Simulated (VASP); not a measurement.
Shape and ions are relaxed at each volume.

Input:

```
Tc
1.0
    1.40902    -2.44050     0.00000
    1.40902     2.44050     0.00000
    0.00000     0.00000     4.49289
Tc
2
Direct
  0.33333   0.66667   0.25000
  0.66667   0.33333   0.75000
```

Method: vdW-DF2, VASP's PBE PAW potentials (set 64) (plane waves; VASP). Run with 520 eV cut-off, 15×15×8 Γ-centred mesh, first-order Methfessel-Paxton smearing of 0.10 eV, potentials Tc_pv.

**Question.** Give the energy at these volumes per atom, relative to the lowest: 14.51, 14.97, 15.44, 15.90, 16.36 Å³.

**Answer.** 49.7, 12.0, 0.0, 9.7, 37.6 meV/atom. A third-order Birch-Murnaghan fit gives B0 = 248 GPa and B0′ = 4.6.

Measured: bulk modulus 303 GPa at 0 K (computed value off by -18.1 %), as given by Vázquez-Parga, Fernández-Martínez, Viñes, J. Chem. Theory Comput. (2023), doi:10.1021/acs.jctc.3c00612, Supporting … [zero-point energy and finite temperature contributions removed].

The compound is Tc in the hcp structure. It was relaxed first, which changed the volume by +8 %.
